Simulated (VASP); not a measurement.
Input for VASP

**INCAR**
```
ALGO=Normal
EDIFF=1E-6
ENCUT=300
GGA=PS
ISIF=2
ISMEAR=-1
LASPH=T
LCHARG=F
LMAXMIX=4
LREAL=F
LWAVE=F
NELM=100
PREC=Accurate
SIGMA=0.1
SYSTEM=SiNi6Ge
```

### KPOINTS
```
kpoints
0
gamma
6 6 3
```

File POSCAR:
```
SiNi6Ge
3.5333850
  1.0000000000   0.0000000000   0.0000000000
  0.0000000000   1.0000000000   0.0000000000
  0.0000000000   0.0000000000   1.9965944838
Si Ni Ge
1 6 1
direct
  0.0000000000   0.0000000000   0.5000000000
  0.5000000000   0.5000000000   0.0000000000
  0.5000000000   0.5000000000   0.5000000000
  0.5000000000   0.0000000000   0.2567800000
  0.5000000000   0.0000000000   0.7432200000
  0.0000000000   0.5000000000   0.2567800000
  0.0000000000   0.5000000000   0.7432200000
  0.0000000000   0.0000000000   0.0000000000
```

POTCAR, in this order: Si Ni Ge_d (PBE.64 set). Program: vasp_std.

Question: Translate this PBEsol calculation to Ansatz.

Answer: One equivalent input (not run):
Ansatz 0.2 input:
```yaml
crystal:
  lattice:
    - [3.5333850, 0.0000000, 0.0000000]
    - [0.0000000, 3.5333850, 0.0000000]
    - [0.0000000, 0.0000000, 7.0547370]
  atoms:
    - { symbol: Si, position: [0.0000000, 0.0000000, 0.5000000] }
    - { symbol: Ni, position: [0.5000000, 0.5000000, 0.0000000] }
    - { symbol: Ni, position: [0.5000000, 0.5000000, 0.5000000] }
    - { symbol: Ni, position: [0.5000000, 0.0000000, 0.2567800] }
    - { symbol: Ni, position: [0.5000000, 0.0000000, 0.7432200] }
    - { symbol: Ni, position: [0.0000000, 0.5000000, 0.2567800] }
    - { symbol: Ni, position: [0.0000000, 0.5000000, 0.7432200] }
    - { symbol: Ge, position: [0.0000000, 0.0000000, 0.0000000] }
kpoints:
  mp_grid: { grid: [6, 6, 3] }
hamiltonian:
  xc: pbesol
  pseudopotentials: { kind: paw }
scf:
  occupations: { method: fermi_dirac, width: 0.1 }
  max_iter: 100
output: { forces: true, stress: true, eigenvalues: true }
```
The two are equivalent in intent, not identical: each code has its own PAW files, so the cut-off isn't converted (ENCUT is set for VASP's; basis.ecutwfc is left out, and Ansatz then takes the one that its files recommend); Ansatz stops its SCF on the density residual and VASP on the energy change (EDIFF).

The structure comes from a computed database's SiNi6Ge entry (P4/mmm); how it stands against other phases isn't given here. The cell was not relaxed at this level.
